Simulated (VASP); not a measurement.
TaN (space group P-62m): computed properties

The numbers are results of r2SCAN meta-GGA, VASP's PBE PAW potentials (set 64) (plane waves; VASP), not measurements.

For TaN, the space group is P-62m (189) and the cell is a = 5.208 Å, b = 5.208 Å, c = 2.914 Å, α = 90.00°, β = 90.00°, γ = 120.00°. The volume per atom is 11.41 Å³/atom and the band gap (over mesh and band path) comes out as none (metal, semimetal or under 0.01 eV). The density comes out as 14.19 g/cm³.

```
CELL_PARAMETERS angstrom
      5.20768     0.00000     0.00000
     -2.60384     4.50998     0.00000
      0.00000     0.00000     2.91404
ATOMIC_POSITIONS crystal
  Ta 0.00000 0.00000 0.00000
  Ta 0.33333 0.66667 0.50000
  Ta 0.66667 0.33333 0.50000
  N  0.39250 0.00000 0.00000
  N  0.60750 0.60750 0.00000
  N  0.00000 0.39250 0.00000
```

Unless said otherwise, spin-orbit coupling is left out, though it shifts the bands of the heavy elements here.

The structure comes from a computed database's TaN entry (P-62m); how it stands against other phases isn't given here. It was relaxed first. Symmetry was kept, so distortions that lower it aren't found.
